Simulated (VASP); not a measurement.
Computed with PBE GGA, VASP's PBE PAW potentials (set 64) (plane waves; VASP).

A VASP calculation is set up with these files.

KPOINTS:
```
kpoints
0
gamma
14 14 14
0 0 0
```

### INCAR
```
# general
SYSTEM  = BRh
PREC    = Accurate
ENCUT   = 520
LREAL   = .FALSE.
LASPH   = .TRUE.

# electronic loop
EDIFF   = 1E-3
NELM    = 100
ALGO    = Normal
LMAXMIX = 4

# smearing
ISMEAR  = 1
SIGMA   = 0.1

# functional
GGA     = PE

# ions
ISIF    = 2

# output
LWAVE   = .FALSE.
LCHARG  = .FALSE.
```

POSCAR:
```
BRh
1
   -1.3832360000     1.3832360000     4.6829550000
    1.3832360000    -1.3832360000     4.6829550000
    1.3832360000     1.3832360000    -4.6829550000
Rh B
2 2
Direct
  0.7500000000   0.7500000000   0.0000000000
  0.5000000000   0.0000000000   0.5000000000
  0.1660000000   0.1660000000   0.0000000000
  0.9160000000   0.4160000000   0.5000000000
```

POTCAR, in this order: Rh_pv B (PBE.64 set). Program: vasp_std.

What VASP printed:

File OSZICAR:
```
       N       E                     dE             d eps       ncg     rms          rms(c)
DAV:   1     0.377602183890E+03    0.37760E+03   -0.22341E+04 10752   0.184E+03
DAV:   2    -0.187654630289E+02   -0.39637E+03   -0.38897E+03 11606   0.530E+02
DAV:   3    -0.311766838459E+02   -0.12411E+02   -0.12241E+02 12706   0.956E+01
DAV:   4    -0.313228214581E+02   -0.14614E+00   -0.14585E+00 12032   0.104E+01
DAV:   5    -0.313246275127E+02   -0.18061E-02   -0.18058E-02 12952   0.113E+00    0.347E+01
DAV:   6    -0.286204641208E+02    0.27042E+01   -0.25696E+01 11830   0.443E+01    0.780E+00
DAV:   7    -0.281017512717E+02    0.51871E+00   -0.39329E+00 11330   0.196E+01    0.801E+00
DAV:   8    -0.280706076635E+02    0.31144E-01   -0.71938E-02 13244   0.225E+00    0.143E+00
DAV:   9    -0.280647345948E+02    0.58731E-02   -0.30437E-02 11826   0.150E+00    0.799E-02
DAV:  10    -0.280646757342E+02    0.58861E-04   -0.74858E-04  7138   0.248E-01
   1 F= -.28064676E+02 E0= -.28064657E+02  d E =-.570455E-04
```

File OUTCAR:
```
------------------------ aborting loop because EDIFF is reached ----------------------------------------
  FORCE on cell =-STRESS in cart. coord.  units (eV):
  Direction    XX          YY          ZZ          XY          YZ          ZX
  --------------------------------------------------------------------------------------
  Total       11.0978413     11.0978413     15.6781400      0.0000000      0.0000000      0.0000000
  in kB      496.1083646    496.1083646    700.8621018      0.0000000      0.0000000      0.0000000
  external PRESSURE =     564.3596103 kB  Pullay stress =       0.0000000 kB
  volume of cell :       35.84
      direct lattice vectors                 reciprocal lattice vectors
    -1.383236000  1.383236000  4.682955000     0.000000000  0.361471217  0.106770191
     1.383236000 -1.383236000  4.682955000     0.361471217  0.000000000  0.106770191
     1.383236000  1.383236000 -4.682955000     0.361471217  0.361471217  0.000000000
 POSITION                                       TOTAL-FORCE (eV/Angst)
 -----------------------------------------------------------------------------------
      0.00000      0.00000      7.02443        -0.000000     -0.000000      0.013602
      0.00000      1.38324      0.00000        -0.000000     -0.000000      0.013602
      0.00000      0.00000      1.55474         0.000000      0.000000     -0.013602
      0.00000      1.38324      3.89622         0.000000      0.000000     -0.013602
 -----------------------------------------------------------------------------------
    total drift:                                0.000000      0.000000     -0.001690
  FREE ENERGIE OF THE ION-ELECTRON SYSTEM (eV)
  ---------------------------------------------------
  free  energy   TOTEN  =       -28.0646757342 eV

  energy  without entropy=      -28.0646186887  energy(sigma->0) =      -28.06465672
```
(Selected blocks of OUTCAR.)

File OUTCAR:
```
 val. band max:       13.2231616519   @ k =   0.5000   0.3571   0.0714

 cond. band min:      13.2259378023   @ k =  -0.3571   0.3571   0.2857


 Fermi energy:        13.2246268106

 k-point     1 :       0.0000    0.0000    0.0000
  band No.  band energies     occupation
      1     -34.6611      2.00000
      2     -34.4339      2.00000
      3     -34.4339      2.00000
      4     -34.3007      2.00000
      5     -34.3007      2.00000
      6     -34.1145      2.00000
      7      -0.0383      2.00000
      8       3.6376      2.00000
      9       5.8605      2.00000
     10       6.8006      2.00000
     11       7.8669      2.00000
     12       8.0048      2.00000
     13       8.8675      2.00000
     14       8.8675      2.00000
     15       9.5922      2.00000
     16       9.5922      2.00000
     17      10.7662      2.00000
     18      11.3884      2.00000
     19      14.6124     -0.00000
     20      17.4369      0.00000
     21      17.4370      0.00000
     22      18.2483      0.00000

 k-point     2 :       0.0714   -0.0000    0.0000
  band No.  band energies     occupation
      1     -34.6556      2.00000
      2     -34.4510      2.00000
      3     -34.4326      2.00000
      4     -34.3172      2.00000
      5     -34.2987      2.00000
      6     -34.1166      2.00000
      7       0.0799      2.00000
      8       3.7186      2.00000
      9       5.7956      2.00000
     10       6.8161      2.00000
     11       7.7666      2.00000
     12       8.0386      2.00000
     13       8.7791      2.00000
     14       8.9573      2.00000
     15       9.6179      2.00000
     16       9.6595      2.00000
     17      10.6809      2.00000
     18      11.2961      2.00000
     19      14.6245     -0.00000
     20      17.1189      0.00000
     21      17.5282      0.00000
     22      18.0882      0.00000

 k-point     3 :       0.1429   -0.0000    0.0000
  band No.  band energies     occupation
      1     -34.6414      2.00000
...
```

The structure was generated: BRh was put into the NbAs type (I4_1md), which need not be its known phase. The cell was not relaxed at this level. The run is one of a series of settings (EDIFF = 1E-3 against the base run), some of them coarse on purpose.
